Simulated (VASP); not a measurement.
Here is the system:

```
CELL_PARAMETERS angstrom
      2.29500    -3.97506     0.00000
      2.29500     3.97506     0.00000
      0.00000     0.00000     7.51000
ATOMIC_POSITIONS crystal
  Ag 0.66667 0.33333 0.50000
  Ag 0.33333 0.66667 0.00000
  I  0.66667 0.33333 0.87500
  I  0.33333 0.66667 0.37500
```

All values below come from PBEsol GGA, VASP's PBE PAW potentials (set 64) (plane waves; VASP). Settings: 300 eV cut-off, 5×5×3 Γ-centred mesh, Fermi-Dirac smearing of 0.050 eV, potentials Ag I.

Unless said otherwise, spin-orbit coupling is left out, though it shifts the bands of the heavy elements here.

Q: Give the energies of bands 8 to 21 at the high-symmetry points, in eV from the valence-band maximum.

A: 
```csv
band,Γ,M,K,A,L,H
8,-4.08,-3.75,-3.83,-4.16,-3.88,-3.80
9,-3.13,-3.12,-3.15,-3.07,-3.03,-3.14
10,-3.13,-3.05,-3.15,-3.07,-3.03,-3.14
11,-3.03,-3.01,-3.14,-3.07,-2.94,-2.90
12,-3.03,-2.99,-3.12,-3.07,-2.94,-2.90
13,-2.93,-2.75,-2.62,-1.72,-2.83,-2.77
14,-0.72,-2.65,-2.62,-1.72,-2.83,-2.77
15,-0.72,-2.23,-2.58,-0.37,-1.26,-1.96
16,-0.07,-1.80,-1.55,-0.37,-1.26,-1.96
17,0.00,-1.06,-1.55,-0.37,-1.26,-1.15
18,0.00,-0.73,-1.35,-0.37,-1.26,-1.15
19,1.22,3.23,4.28,2.54,3.14,3.83
20,2.52,3.48,4.43,2.54,3.14,3.83
21,5.66,4.70,4.43,5.51,4.76,5.58
```

The gap is direct, 1.22 eV, from the valence maximum at Γ to the conduction minimum at Γ.

The structure is a typed AgI crystal (P6_3mc). The cell was not relaxed at this level.
